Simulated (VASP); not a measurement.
Consider the following.

```
BaO
1.0
    0.00000     2.55061     2.55061
    2.55061     0.00000     2.55061
    2.55061     2.55061     0.00000
Ba O
1 1
Direct
  0.00000   0.00000   0.00000
  0.50000   0.50000   0.50000
```

All values below come from LDA (Ceperley-Alder, Perdew-Zunger), VASP's LDA PAW potentials (set 64) (plane waves; VASP). Run with 620 eV cut-off, 9×9×9 Γ-centred mesh, Gaussian smearing of 0.050 eV, potentials Ba_sv O.

**Question.** Predict the energy per atom (σ→0), pressure.

**Answer.** 
| Property | Result |
|---|---|
| energy per atom (σ→0) | -6249 meV/atom |
| pressure | 29.96 GPa |

Only differences to runs with the same potentials and settings are physical.

The compound is BaO in the rock salt structure. It was relaxed first under an external pressure of 30 GPa.
